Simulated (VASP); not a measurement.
OSZICAR of a VASP run on HfBRh₃ (space group Pm-3m):

File OSZICAR:
```
       N       E                     dE             d eps       ncg     rms          rms(c)
DAV:   1     0.536151776931E+03    0.53615E+03   -0.30899E+04  1440   0.154E+03
DAV:   2    -0.283361619470E+02   -0.56449E+03   -0.55568E+03  1464   0.493E+02
DAV:   3    -0.514648883071E+02   -0.23129E+02   -0.22637E+02  1616   0.960E+01
DAV:   4    -0.519127294530E+02   -0.44784E+00   -0.44636E+00  1608   0.126E+01
DAV:   5    -0.519197155986E+02   -0.69861E-02   -0.69802E-02  1632   0.155E+00    0.519E+01
DAV:   6    -0.483783146395E+02    0.35414E+01   -0.13873E+01  1532   0.218E+01    0.275E+01
DAV:   7    -0.482873270557E+02    0.90988E-01   -0.34993E+00  1588   0.846E+00    0.208E+01
DAV:   8    -0.480951904184E+02    0.19214E+00   -0.17210E+00  1688   0.724E+00    0.456E+00
DAV:   9    -0.480807682879E+02    0.14422E-01   -0.11056E-01  1710   0.218E+00    0.129E+00
DAV:  10    -0.480784582704E+02    0.23100E-02   -0.87422E-03  1548   0.478E-01    0.619E-01
DAV:  11    -0.480784390595E+02    0.19211E-04   -0.52567E-04  1616   0.116E-01    0.420E-02
DAV:  12    -0.480784343854E+02    0.46741E-05   -0.27193E-05  1606   0.292E-02    0.564E-02
DAV:  13    -0.480784345734E+02   -0.18792E-06   -0.15344E-06  1076   0.793E-03
   1 F= -.48078435E+02 E0= -.48078100E+02  d E =-.668337E-03
```

Question: Which electronic solver shows in the log?

Answer: It is blocked Davidson (ALGO = Normal, or the opening steps of other solvers). The INCAR had ALGO = Normal.

Question: Can the final energy be trusted as converged?

Answer: Self-consistency was reached. It stopped with EDIFF = 1E-6, NELM = 100 (LDA (Ceperley-Alder, Perdew-Zunger), plane waves, VASP's LDA PAW potentials (set 64)).

The structure comes from a computed database's HfBRh3 entry (Pm-3m); how it stands against other phases isn't given here. The cell was not relaxed at this level. The run is one of a series of settings (GGA removed, POTCAR Hf_pv B Rh_pv (LDA.64 set) against the base run), some of them coarse on purpose.
